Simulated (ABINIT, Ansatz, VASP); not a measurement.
# Code comparison for CsAu (Pm-3m, 2 atoms in the cell)

Self-consistent single point.

```
CELL_PARAMETERS angstrom
      4.18306     0.00000     0.00000
      0.00000     4.18306     0.00000
      0.00000     0.00000     4.18306
ATOMIC_POSITIONS crystal
  Cs 0.00000 0.00000 0.00000
  Au 0.50000 0.50000 0.50000
```

Shared settings, as Ansatz (a program for electronic structure) writes them: kpoints.mp_grid.grid = 6 6 6; scf.occupations.method = fermi_dirac; scf.occupations.width = 0.0037 Ry. Potentials and cutoffs stand in the table.

```json
[
 {"code": "ABINIT", "model": "LDA (PW92), norm-conserving pseudopotentials (PseudoDojo nc-sr-04 LDA standard)", "pressure (GPa)": "-1.65", "gap on the mesh (eV)": "0.827", "cutoff": "1034 eV"},
 {"code": "Ansatz", "model": "LDA (PW92), default PAW files made with PBE", "pressure (GPa)": "-1.62", "gap on the mesh (eV)": "0.817", "cutoff": "30.9 Ry"},
 {"code": "VASP", "model": "LDA (PZ), VASP's LDA PAW potentials (set 64)", "pressure (GPa)": "-1.70", "gap on the mesh (eV)": "0.750", "cutoff": "300 eV"}
]
```

Gaps are read on the mesh.

On Ansatz's run: spin-orbit coupling is off.

The spread over the programs that give each value: pressure within 0.08 GPa; gap on the mesh within 0.077 eV.

Ansatz's pressure is given at a fixed set of plane waves, as the other plane-wave codes print theirs. The same LDA comes in different parametrisations, which differ slightly.

VASP's run is marked for a possible Pulay error in its stress at this cutoff; no cutoff test was made.

The starting cell comes from a database of computed structures (which also holds hypothetical and non-ambient phases and stackings), without a prior relaxation at this level. Its lattice was rescaled by a random factor within 2.5 % of one.

Left out of this page: GPAW, CP2K, Elk and SIESTA (not drawn, or without a comparable value); FLEUR (with a known weakness of the program).

Keys are those of Ansatz 0.2.
